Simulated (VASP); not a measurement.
Energy against volume of Ba (bcc). Computed with revTPSS meta-GGA, VASP's PBE PAW potentials (set 64) (plane waves; VASP). Numerical set-up: 520 eV cut-off, 10×10×10 Γ-centred mesh, first-order Methfessel-Paxton smearing of 0.10 eV, potentials Ba_sv.

| V (Å³/atom) | E (eV/atom) |
|---|---|
| 58.428 | 20.38453 |
| 60.293 | 20.37979 |
| 62.157 | 20.37837 |
| 64.022 | 20.37987 |

Fit these four points and predict the energy of the run at 65.887 Å³/atom.

A cubic in V^(−2/3), the third-order Birch-Murnaghan form, passes through the four points with V0 = 62.09 Å³/atom and B0 = 8 GPa, and gives 20.3839 eV/atom there. The run gave 20.3840 eV/atom, +0.1 meV/atom from the fit; all five points give B0 = 8 GPa.

The compound is Ba in the bcc structure. It was relaxed first.
